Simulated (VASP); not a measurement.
Ir:

```
Ir
1.0
     0.00000    1.92696    1.92696
     1.92696    0.00000    1.92696
     1.92696    1.92696    0.00000
Ir
1
Direct
  0.00000 0.00000 0.00000
```

- Program: VASP 6.6.1
- Task: relaxation of cell and atoms
- Functional: PBE
- Potentials or basis: VASP PAW PBE potentials, release 64 (Ir)
- Cutoff: 600 eV
- k mesh: 19 × 19 × 19
- Occupations: methfessel-paxton, width 0.1 eV
- Spin: no spin polarisation

At the start: pressure 5.4 GPa; volume 14.31 Å³/atom.

Question: How do energy, volume and symmetry change on relaxing?

Answer: Over 4 steps the energy falls by 3.6 meV/atom and the volume is 14.53 Å³/atom (+1.5 %); space group Fm-3m (No. 225, to 0.05 Å).

Step by step:
| step | energy change (eV) | largest force (eV/Å) | pressure (GPa) | volume (Å³) |
| --- | --- | --- | --- | --- |
| 1 | 0.0000 | 0.0000 | 5.44 | 14.31 |
| 2 | 0.0409 | 0.0000 | -16.52 | 15.34 |
| 3 | -0.0036 | 0.0000 | -0.11 | 14.53 |
| 4 | -0.0036 | 0.0000 | -0.01 | 14.53 |

Final structure:
```
CELL_PARAMETERS angstrom
0.00000 1.93665 1.93665
1.93665 0.00000 1.93665
1.93665 1.93665 0.00000
ATOMIC_POSITIONS crystal
Ir 0.00000 0.00000 0.00000
```
